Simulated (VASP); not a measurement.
Data:

```
CdSnF6
1.0
    2.53733     1.46493     4.92265
   -2.53733     1.46493     4.92265
    0.00000    -2.92986     4.92265
Cd Sn F
1 1 6
Cartesian
  0.00000   0.00000   7.38397
  0.00000   0.00000   0.00000
  0.93849   1.49578   6.07572
 -0.93849  -1.49578   8.69222
 -1.76463   0.06487   6.07572
  1.76463  -0.06487   8.69222
  0.82614  -1.56065   6.07572
 -0.82614   1.56065   8.69222
```

Method: LDA (Ceperley-Alder, Perdew-Zunger), VASP's LDA PAW potentials (set 64) (plane waves; VASP). Settings: 520 eV cut-off, 6×6×6 Γ-centred mesh, tetrahedra with Blöchl corrections, potentials Cd Sn_d F.

The cores are frozen, which limits the accuracy of field gradients.

Problem. Give the principal components of the electric field gradient (V/Å²) and the asymmetry η at each nucleus.

Solution. 
| atom | Vxx | Vyy | Vzz | η |
|---|---|---|---|---|
| Cd1 | 9.9 | 9.9 | -19.7 | 0.00 |
| Sn2 | 8.3 | 8.3 | -16.5 | 0.00 |
| F3 | -83.9 | -47.1 | 131.0 | 0.28 |
| F4 | -83.9 | -47.1 | 131.0 | 0.28 |
| F5 | -83.9 | -47.1 | 131.0 | 0.28 |
| F6 | -83.9 | -47.1 | 131.0 | 0.28 |
| F7 | -83.9 | -47.1 | 131.0 | 0.28 |
| F8 | -83.9 | -47.1 | 131.0 | 0.28 |

The structure comes from a computed database's CdSnF6 entry (R-3); how it stands against other phases isn't given here. It was relaxed first, which changed the volume by -7 %.
